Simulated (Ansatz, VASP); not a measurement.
# Cross-check of BaPbO3 between VASP and Ansatz

One calculation is typed for both programs; each brings its own data sets. How far apart do they land? The cell is taken from a series of runs on this material, whose earlier steps may have relaxed, scaled, displaced or heated it; both programs get it as it stands.

Program: Ansatz 0.2.0. Level of theory: plane waves, with VASP 6.6.1 beside it; relaxation of cell and atoms at PBEsol. Results are calculated unless marked as measured.

### 1. Starting point

It takes space group Pm-3m (No. 221, cubic). Conventional cell: a = 4.282 Å, b = 4.282 Å, c = 4.282 Å, α = 90.00°, β = 90.00°, γ = 90.00°. Nearest to Ba lie 12 O at 3.03 Å. Nearest to Pb lie 6 O at 2.14 Å. O has 2 Pb at 2.14 Å and 4 Ba at 3.03 Å nearest. Farther neighbours and most contacts between anions are not listed.

Structure file:

```cif
data_structure
_symmetry_space_group_name_H-M 'Pm-3m'
_symmetry_Int_Tables_number 221
_cell_length_a 4.2823
_cell_length_b 4.2823
_cell_length_c 4.2823
_cell_angle_alpha 90.000
_cell_angle_beta 90.000
_cell_angle_gamma 90.000
_cell_volume 78.53
loop_
_atom_site_label
_atom_site_type_symbol
_atom_site_symmetry_multiplicity
_atom_site_Wyckoff_symbol
_atom_site_fract_x
_atom_site_fract_y
_atom_site_fract_z
_atom_site_occupancy
Ba1 Ba 1 b 0.50000 0.50000 0.50000 1
Pb1 Pb 1 a 0.00000 0.00000 0.00000 1
O1 O 3 d 0.00000 0.50000 0.00000 1
```

### 2. Ansatz: relaxation of cell and atoms, PBEsol

Ansatz runs on its PAW soft_1 files.

The relaxed volume is the usual yardstick between codes: in a stiff, nearly cubic crystal its relative difference is about their pressure difference at one cell divided by the bulk modulus.

The input, input.yaml:

```yaml
crystal:
  lattice:
    - [4.2822643628, 0.0, 0.0]
    - [0.0, 4.2822643628, 0.0]
    - [0.0, 0.0, 4.2822643628]
  atoms:
    - { symbol: Ba, position: [0.5, 0.5, 0.5] }
    - { symbol: Pb, position: [0.0, 0.0, 0.0] }
    - { symbol: O, position: [0.0, 0.5, 0.0] }
    - { symbol: O, position: [0.0, 0.0, 0.5] }
    - { symbol: O, position: [0.5, 0.0, 0.0] }
kpoints:
  mp_grid: { grid: [8, 8, 8] }
hamiltonian:
  xc: pbesol
  pseudopotentials: { kind: paw, azcp: { folder: soft_1 }, xc_functional: pbe }
scf:
  occupations: { method: methfessel_paxton, width: 0.2 }
output:
  forces: true
  stress: true
  eigenvalues: true
relax:
  adjacent_minimum: "off"
  f_tol: 0.001
  max_steps: 60
  cell: { stress_tol: 0.01 }
```

Started as:

```console
ansatz run input.yaml --threads 4 --pin off --max-ram 10240MiB --backend cpu --events-out ev --progress --plain --runs-dir out
```

Numbers of over 12 decimals in the logs are rounded to 6 here.

Output:

```text
Engine: ansatz 0.2.0, aarch64-unknown-linux-gnu
Pseudopotentials: kind: paw
Pseudopotential: Ba, paw, valence charge 10, recommended cutoff 420 eV (normal), soft_1/Ba.paw.azcp
Pseudopotential: Pb, paw, valence charge 14, recommended cutoff 420 eV (normal), soft_1/Pb.paw.azcp
Pseudopotential: O, paw, valence charge 6, recommended cutoff 420 eV (normal), soft_1/O.paw.azcp
Functional definition: PBEsol
  exchange = pbesol_x
  correlation = pbesol_c
Crystal: 5 atoms, lattice volume = 78.527 Å³
Basis set: ecut = 420 eV, 1551 PW (Γ), exchange–correlation on 60×60×60 points (8 copies of the dense FFT grid, shifted against one another)
Bands: 26, of which v1, the nominal top of the filled ones, is band 21 counted from 1 (20 counted from 0)
Symmetry: 48 space group operations
Space group: Pm-3m (ITA 221), of the structure as read, at distance tolerance 4.3e-5 Å
k-points: 35 of 512
Non-local potential: Ba, projectors of the file, l = 0: 3, l = 1: 2, l = 2: 2, l = 3: 2
Non-local potential: Pb, projectors of the file, l = 0: 2, l = 1: 2, l = 2: 2, l = 3: 1
Non-local potential: O, projectors of the file, l = 0: 2, l = 1: 2, l = 2: 1
PAW form: soft (Blöchl's): semilocal exchange-correlation on the pseudo side does not see the compensation charge
PAW frozen core: Ba, regenerated for the run's functional, and the local potential with it (the file was generated under x = pbe(κ = 0.804, μ = 0.219515), c = pbe(β = 0.066725))
PAW frozen core: Pb, regenerated for the run's functional, and the local potential with it (the file was generated under x = pbe(κ = 0.804, μ = 0.219515), c = pbe(β = 0.066725))
PAW frozen core: O, regenerated for the run's functional, and the local potential with it (the file was generated under x = pbe(κ = 0.804, μ = 0.219515), c = pbe(β = 0.066725))
PAW one-centre angular grid: Ba, 194 points (default); XC on 64 Gauss nodes
PAW one-centre angular grid: Pb, 590 points (default); XC on 64 Gauss nodes
PAW one-centre angular grid: O, 110 points (default); XC on 64 Gauss nodes
Initial density: superposition of atomic densities (chi_scale 0.1, normalization cell, long waves kept (reshape's long-wave potential 0.00 eV rms))
Initial wavefunctions: pseudopotential atomic-orbital guess
Functional: x = pbesol(κ = 0.804, μ = 0.123457), c = pbesol(β = 0.046)
SCF iter   1: F=—  HF=-19304.941248 eV  |F-HF|=—  |Δ(HF+E_count)|=         —  Δρ=5.67e-2  dr2=3.60e0  ethr=3.10e-3  ⟨swp⟩=11.1  Hψ=6021  notcnv=0
preconditioner: auto → Resta (q_TF=auto, 2.458 Å⁻¹)  ε∞=4.8  [insulator: Δε(μ)=0.304 eV  Ē_g=13.643 eV  σ=0.200 eV  W_gap=0.63  n_scr=18 (ndim 8)  ℏωp=26.5 eV  f_vac=0.000  D(μ)=0.30/eV (n_scr^D=0)  ε∞_Penn≈4.8]
SCF iter   2: F=—  HF=-19304.047220 eV  |F-HF|=—  |Δ(HF+E_count)|=   8.94e-1  S|Δr|=    0.00e0  Δρ=3.21e-2  dr2=1.32e0  ethr=3.10e-3  ⟨swp⟩=3.9  Hψ=1931  notcnv=0  defer=31
SCF iter   3: F=—  HF=-19303.526716 eV  |F-HF|=—  |Δ(HF+E_count)|=   5.21e-1  S|Δr|=    0.00e0  Δρ=8.18e-3  dr2=7.97e-2  ethr=3.10e-3  ⟨swp⟩=4.3  Hψ=1741  notcnv=0  defer=31
SCF iter   4: F=—  HF=-19303.498303 eV  |F-HF|=—  |Δ(HF+E_count)|=   2.84e-2  S|Δr|=    0.00e0  Δρ=1.89e-3  dr2=2.70e-3  ethr=1.90e-4  ⟨swp⟩=3.5  Hψ=2061  notcnv=0  defer=31
SCF iter   5: F=—  HF=-19303.498277 eV  |F-HF|=—  |Δ(HF+E_count)|=   2.61e-5  S|Δr|=    0.00e0  Δρ=3.60e-4  dr2=1.22e-4  ethr=6.42e-6  ⟨swp⟩=2.6  Hψ=1545  notcnv=0  defer=31
SCF iter   6: F=—  HF=-19303.498269 eV  |F-HF|=—  |Δ(HF+E_count)|=   8.38e-6  S|Δr|=    0.00e0  Δρ=7.71e-5  dr2=3.50e-6  ethr=2.91e-7  ⟨swp⟩=2.5  Hψ=1684  notcnv=0  defer=31
SCF iter   7: F=—  HF=-19303.498089 eV  |F-HF|=—  |Δ(HF+E_count)|=   1.80e-4  S|Δr|=    0.00e0  Δρ=1.99e-5  dr2=3.14e-7  ethr=8.33e-9  ⟨swp⟩=2.1  Hψ=1565  notcnv=0  defer=31
SCF iter   8: F=-19303.498089 eV  HF=-19303.498089 eV  |F-HF|=1.95e-8  |Δ(HF+E_count)|=   2.97e-7  S|Δr|=    0.00e0  Δρ=4.42e-6  dr2=1.78e-8  ethr=2.38e-10  ⟨swp⟩=16.8  Hψ=6424  notcnv=0
SCF 1 converged in 8 iterations: F = -19303.498089 eV  dr2 = 1.78e-8
  greatest PAW one-centre occupation: 0.986 electrons in one spin orbital (limit 2), on the Pb atom at site 1 (counted from 0), in its partial waves of l = 2
relax step   1: F+E_penalty+E_count = -19303.49808930 eV  Δ(F+E_penalty+E_count) = +0.000e0 eV  max|allowed force component| = 1.028e-29 eV/Å  Δτ_max = 0.0000 Å  P = -0.096 GPa  Ω = 78.527 Å³  (8 SCF iters, dr2 threshold 1.00e-7 eV, accepted)
[...]
relax step   2: F+E_penalty+E_count = -19303.49827020 eV  Δ(F+E_penalty+E_count) = -1.809e-4 eV  max|allowed force component| = 4.115e-30 eV/Å  Δτ_max = 0.0000 Å  P = +0.026 GPa  Ω = 78.444 Å³  energy of the carried Pulay correction = +1.625e-4 eV  (5 SCF iters, dr2 threshold 2.32e-8 eV, accepted)
[...]
relax step   3: F+E_penalty+E_count = -19303.49823727 eV  Δ(F+E_penalty+E_count) = +3.293e-5 eV  max|allowed force component| = 1.236e-29 eV/Å  Δτ_max = 0.0000 Å  P = -0.000 GPa  Ω = 78.461 Å³  energy of the carried Pulay correction = +1.281e-4 eV  (5 SCF iters, dr2 threshold 1.67e-9 eV, accepted)
[...]
relax step   4: F+E_penalty+E_count = -19303.49811978 eV  Δ(F+E_penalty+E_count) = +1.175e-4 eV  max|allowed force component| = 1.154e-29 eV/Å  Δτ_max = 0.0000 Å  P = -0.003 GPa  Ω = 78.461 Å³  stress off target by 3.04e-3 GPa  SCF on the basis re-selected at this cell (its energy is not comparable with the rows above)  (6 SCF iters)
basis re-selected at this cell: Δ(F+E_penalty+E_count) = +1.175e-4 eV, ΔP = -0.003 GPa vs the last step (what re-selecting the basis moved, of the pressure what is left beyond the Pulay correction that the steps carried, after the strain that the cell walked since its last selection, with what the two solves' SCF thresholds leave and, on support functions, any second-order correction that the steps lacked; it is no m [...]
SCF converged after 6 iterations
Stability not checked: this state was not tested for a lower state beside it, because cold or Methfessel-Paxton smearing, or corrected tetrahedra, fill the levels in a way that the test cannot read (fill_not_monotonic; see scf.lower_state_search)
Free energy (F): -19303.498120 eV
Harris-Foulkes:  -19303.498120 eV  (|F-HF|=3.64e-12)
Internal energy: -19303.509129 eV  (E = F + TS)
E sigma→0 (E₀):  -19303.500872 eV
Entropy (-TS):   0.011009 eV (2.202 meV/atom)
Fermi energy:    9.133922 eV
--- Per-component energies (eV) ---
  E_band       = -15.329004
  E_kinetic    = 958.979878
  E_local      = -2322.977676  (includes V_loc(G=0)·N_el)
  E_nonlocal   = 567.517704
  E_hartree    = 888.829586
  E_xc         = -608.539444
  E_vxc        = -533.905021  (∫ρ·V_xc dr)
  E_paw        = -15836.631044  (= ΣΔE_a)
  E_vpaw       = -462.605315  (= ΣTr[D̂ρ^β])
  E_aug_tail   = 0.002234  (compensation charges beyond the density's cutoff)
  E_ewald      = -2951.009838
  E_core_change = 0.319471  (= ΣΔE_core)
  E_smearing   = 0.011009  (= −TS)
  E_closure    = -0.000000  (closes the sum)
  Σ components = -19303.498120   (vs F -19303.498120, Δ=0.00e0)
--- Forces (eV/Å), atoms counted from 1 ---
  atom   1  Ba    -0.00000000    -0.00000000    -0.00000000
  atom   2  Pb     0.00000000    -0.00000000     0.00000000
  atom   3  O      0.00000000    -0.00000000    -0.00000000
  atom   4  O      0.00000000     0.00000000    -0.00000000
  atom   5  O      0.00000000     0.00000000     0.00000000
  max |Σ_I F_I| component: 1.59e-29 eV/Å
--- Stress (GPa, compression-positive) ---
       -0.003042       0.000000       0.000000
        0.000000      -0.003042       0.000000
        0.000000       0.000000      -0.003042
  P = ⅓ Tr σ = -0.0030 GPa (-0.030 kbar)
--- Band table (eV; the first three rows and the last of 35) ---
  k-point 0: bands = [... 17 lower, 8.1490, 8.1490, 8.5166, 8.5166, 8.5166, 13.8033, 13.8033, 15.5002, ... 1 higher]
  k-point 1: bands = [... 17 lower, 8.1201, 8.1201, 8.4847, 8.4847, 8.9870, 14.0241, 14.0325, 15.7890, ... 1 higher]
  k-point 2: bands = [... 17 lower, 8.0625, 8.0625, 8.4093, 8.4093, 10.3010, 14.5671, 14.6166, 16.2365, ... 1 higher]
  k-point 34: bands = [... 17 lower, 9.0650, 9.0650, 9.1350, 9.1350, 13.9133, 13.9133, 13.9133, 15.8997, ... 1 higher]
--- Relaxed structure (3 steps of the walk, 3 accepted, 1 SCFs on fresh bases) ---
  F+E_penalty+E_count = -19303.49811978 eV   max|allowed force component| = 1.154e-29 eV/Å   (the final SCF, on the basis selected at the relaxed cell)
  cell:  # Å, volume = 78.4615 Å³
    - [4.281068, 0, 0]
    - [0, 4.281068, 0]
    - [0, 0, 4.281068]
  atoms:
    - { symbol: Ba, position: [0.500000, 0.500000, 0.500000] }
    - { symbol: Pb, position: [0, 0, 0] }
    - { symbol: O, position: [0, 0.500000, 0] }
    - { symbol: O, position: [0, 0, 0.500000] }
    - { symbol: O, position: [0.500000, 0, 0] }
```

Reading the cycles: dr2 is the Hartree energy of the density residual (eV), the measure of convergence; HF is the Harris–Foulkes estimate of the energy, which meets the free energy F at convergence.

[end of part 1 of 2]

[Lines on the potential files, build, host, timing and source positions are cut from VASP's logs without a mark.]

[Logs are printed without paths, hosts, clocks, repeated set-up lines and the standing remarks that a program may print on its own settings, such as how far it seeks lower states.]

[Hosts, paths, dates, database ids (printed as entryN), source tags and the programs' standing remarks are cut or masked in the printed files.]
